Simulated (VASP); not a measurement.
Data:

```
CELL_PARAMETERS angstrom
      6.02494     0.00000     0.00000
      0.00000     6.02494     0.00000
      0.00000     0.00000     6.02494
ATOMIC_POSITIONS crystal
  Cs 0.00000 0.00000 0.00000
  Sn 0.50000 0.50000 0.50000
  I  0.50000 0.00000 0.50000
  I  0.00000 0.50000 0.50000
  I  0.50000 0.50000 0.00000
```

These are LDA (Ceperley-Alder, Perdew-Zunger), VASP's LDA PAW potentials (set 64) (plane waves; VASP 6.6.1) values and carry that method's errors. Numerical set-up: 400 eV cut-off, 4×4×4 Γ-centred mesh, Gaussian smearing of 0.050 eV, potentials Cs_sv Sn_d I.

Unless said otherwise, spin-orbit coupling is left out, though it shifts the bands of the heavy elements here.

Question: Estimate the energy per atom (σ→0), band gap (on the k-mesh) with the smallest direct gap where there is one.

Answer: 
```
Item                                                        Result
------------------------  ----------------------------------------
band gap (on the k-mesh)  none (metal, semimetal or under 0.01 eV)
energy per atom (σ→0)                               -3.201 eV/atom
```

Total energies compare only between runs with the same potentials, cut-off and functional.

The compound is CsSnI3 in the cubic perovskite structure, the ideal cubic form; the compound distorts at low or room temperature. It was relaxed first, which changed the volume by -9 %. The start is the result of an earlier pass.
